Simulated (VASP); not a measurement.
Output of a VASP run:

File OSZICAR:
```
       N       E                     dE             d eps       ncg     rms          rms(c)
DAV:   1     0.873089988172E+02    0.87309E+02   -0.81712E+03  2064   0.175E+03
DAV:   2    -0.814028062761E+01   -0.95449E+02   -0.85091E+02  2116   0.304E+02
DAV:   3    -0.137690034260E+02   -0.56287E+01   -0.53759E+01  2216   0.844E+01
DAV:   4    -0.138332028153E+02   -0.64199E-01   -0.64074E-01  2180   0.908E+00
DAV:   5    -0.138343508841E+02   -0.11481E-02   -0.11480E-02  2196   0.126E+00    0.132E+01
DAV:   6    -0.149815185076E+02   -0.11472E+01   -0.21291E+01  2456   0.102E+02    0.205E+01
DAV:   7    -0.115476674775E+02    0.34339E+01   -0.73548E+00  2388   0.917E+01    0.458E+00
DAV:   8    -0.114938218288E+02    0.53846E-01   -0.55789E-01  2744   0.144E+01    0.175E+00
DAV:   9    -0.114834839998E+02    0.10338E-01   -0.40087E-02  2812   0.429E+00    0.280E-01
DAV:  10    -0.114834976726E+02   -0.13673E-04   -0.16897E-03  2148   0.495E-01    0.776E-02
DAV:  11    -0.114834956904E+02    0.19821E-05   -0.69821E-05  2916   0.156E-01    0.421E-02
DAV:  12    -0.114834909658E+02    0.47247E-05   -0.14503E-05  2916   0.730E-02    0.778E-03
DAV:  13    -0.114834904603E+02    0.50549E-06   -0.23065E-06  1672   0.210E-02
   1 F= -.11483490E+02 E0= -.11483651E+02  d E =-.114835E+02
       N       E                     dE             d eps       ncg     rms          rms(c)
DAV:   1    -0.114858329867E+02   -0.23420E-02   -0.35334E-02  2056   0.350E+00    0.378E-01
DAV:   2    -0.114848494456E+02    0.98354E-03   -0.11989E-02  2148   0.285E+00    0.333E-01
DAV:   3    -0.114836790883E+02    0.11704E-02   -0.38359E-03  2432   0.173E+00    0.133E-01
DAV:   4    -0.114835043054E+02    0.17478E-03   -0.41214E-04  2736   0.422E-01    0.483E-02
DAV:   5    -0.114834766774E+02    0.27628E-04   -0.57384E-05  2956   0.108E-01    0.114E-02
DAV:   6    -0.114834749029E+02    0.17745E-05   -0.38156E-06  1952   0.265E-02    0.341E-03
DAV:   7    -0.114834751626E+02   -0.25965E-06   -0.17890E-07  1052   0.630E-03
   2 F= -.11483475E+02 E0= -.11483634E+02  d E =0.152977E-04
       N       E                     dE             d eps       ncg     rms          rms(c)
DAV:   1    -0.114842462824E+02   -0.77138E-03   -0.10730E-02  2056   0.192E+00    0.209E-01
DAV:   2    -0.114839466037E+02    0.29968E-03   -0.36550E-03  2140   0.157E+00    0.182E-01
DAV:   3    -0.114835908354E+02    0.35577E-03   -0.11668E-03  2440   0.965E-01    0.730E-02
DAV:   4    -0.114835385451E+02    0.52290E-04   -0.12487E-04  2732   0.232E-01    0.262E-02
DAV:   5    -0.114835302757E+02    0.82695E-05   -0.17156E-05  2972   0.589E-02    0.622E-03
DAV:   6    -0.114835297304E+02    0.54528E-06   -0.10602E-06  1124   0.143E-02
   3 F= -.11483530E+02 E0= -.11483689E+02  d E =-.392701E-04
```

OUTCAR:
```
------------------------ aborting loop because EDIFF is reached ----------------------------------------
  FORCE on cell =-STRESS in cart. coord.  units (eV):
  Direction    XX          YY          ZZ          XY          YZ          ZX
  --------------------------------------------------------------------------------------
  Total        0.0001674      0.0001674      0.0001674     -0.0000000     -0.0000000      0.0000000
  in kB        0.0163652      0.0163652      0.0163652     -0.0000000     -0.0000000      0.0000000
  external PRESSURE =       0.0163652 kB  Pullay stress =       0.0000000 kB
  volume of cell :       16.39
      direct lattice vectors                 reciprocal lattice vectors
     2.540033983  0.000000000  0.000000000     0.393695520  0.000000000 -0.000000000
    -0.000000000  2.540033983 -0.000000000    -0.000000000  0.393695520  0.000000000
     0.000000000 -0.000000000  2.540033983    -0.000000000  0.000000000  0.393695520
 POSITION                                       TOTAL-FORCE (eV/Angst)
 -----------------------------------------------------------------------------------
      0.00000      0.00000      0.00000         0.000000      0.000000      0.000000
      1.27002      1.27002      1.27002        -0.000000     -0.000000      0.000000
 -----------------------------------------------------------------------------------
    total drift:                               -0.000000      0.000000      0.000000
  FREE ENERGIE OF THE ION-ELECTRON SYSTEM (eV)
  ---------------------------------------------------
  free  energy   TOTEN  =       -11.4835297304 eV

  energy  without entropy=      -11.4840078444  energy(sigma->0) =      -11.48368910

 reached required accuracy - stopping structural energy minimisation
```
(Selected blocks of OUTCAR.)

### POSCAR
```
NiO
1
    2.5385707134    -0.0000000000    -0.0000000000
    0.0000000000     2.5385707134    -0.0000000000
   -0.0000000000     0.0000000000     2.5385707134
Ni O
1 1
Direct
  0.0000000000   0.0000000000   0.0000000000
  0.5000000000   0.5000000000   0.5000000000
```

Task: Reconstruct the remaining input files.

Result: Several could match; the one computed here: the input of the run itself, PBEsol GGA, plane waves, VASP's PBE PAW potentials (set 64).

### INCAR
```
SYSTEM=NiO
PREC=Accurate; ENCUT=520; LREAL=F
LASPH=T
EDIFF=1E-6; NELM=100; ALGO=Normal
LMAXMIX=4
ISMEAR=1; SIGMA=0.1
GGA=PS
IBRION=2; NSW=60; ISIF=3
EDIFFG=-0.01
LWAVE=F; LCHARG=F
```

File KPOINTS:
```
Regular mesh
0
G
  13 13 13
0 0 0
```

POTCAR, in this order: Ni O (PBE.64 set). Program: vasp_std.

The structure was generated: NiO was put into the CsCl type type (Pm-3m), which need not be its known phase. This run relaxes it. Symmetry was kept, so distortions that lower it aren't found. The start is the result of an earlier pass. The run is not spin-polarised, so no magnetic state was tried.
